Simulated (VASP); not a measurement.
Input of a VASP 6.6.1 run:

File INCAR:

```
PREC = Accurate ; ENCUT = 600
EDIFF = 1E-7 ; ISMEAR = 1
SIGMA = 0.1 ; LREAL = F
LASPH = T ; NELM = 80
ALGO = Normal ; ISIF = 3
LWAVE = F ; LCHARG = F
GGA = PE ; IVDW = 12
IBRION = 2 ; NSW = 90
EDIFFG = -0.005 ; KPAR = 2
```

The input KPOINTS:

```
regular mesh
0
Gamma
  10 10 10
```

File POSCAR:

```
Al2Cu                                   
1.0
   -2.9812006267      2.9812006267      2.4088868374
    2.9812006267     -2.9812006267      2.4088868374
    2.9812006267      2.9812006267     -2.4088868374
  Al              Cu            
     4     2
Direct
     0.6582507629559869    0.1582507629559869    0.8165015259119808
     0.1582507629559869    0.3417492370440132    0.5000000000000000
     0.3417492370440132    0.8417492370440131    0.1834984740880191
     0.8417492370440131    0.6582507629559869    0.5000000000000000
     0.2500000000000000    0.2500000000000000    0.0000000000000000
     0.7500000000000000    0.7500000000000000    0.0000000000000000
```

Potentials or basis: VASP PAW PBE potentials, release 64 (Al, Cu).

Command:

```bash
$ cat potpaw_PBE.64/Al/POTCAR potpaw_PBE.64/Cu/POTCAR > POTCAR
$ mpirun -np 2 vasp_std > vasp.out
```

Predict the dispersion energy per atom.

-0.418 eV.

Predict the band gap on the k mesh.

none (metal or under the smearing width).

Final structure:
```xyz
6
Lattice="-2.9812 2.9812 2.4089 2.9812 -2.9812 2.4089 2.9812 2.9812 -2.4089" Properties=species:S:1:pos:R:3 pbc="T T T"
Al    0.9436    3.9247    0.0000
Al    2.0376    0.9436    0.0000
Al    2.0376   -0.9436    2.4089
Al    0.9436    2.0376    2.4089
Cu    0.0000    0.0000    1.2044
Cu    0.0000    0.0000    3.6133
```
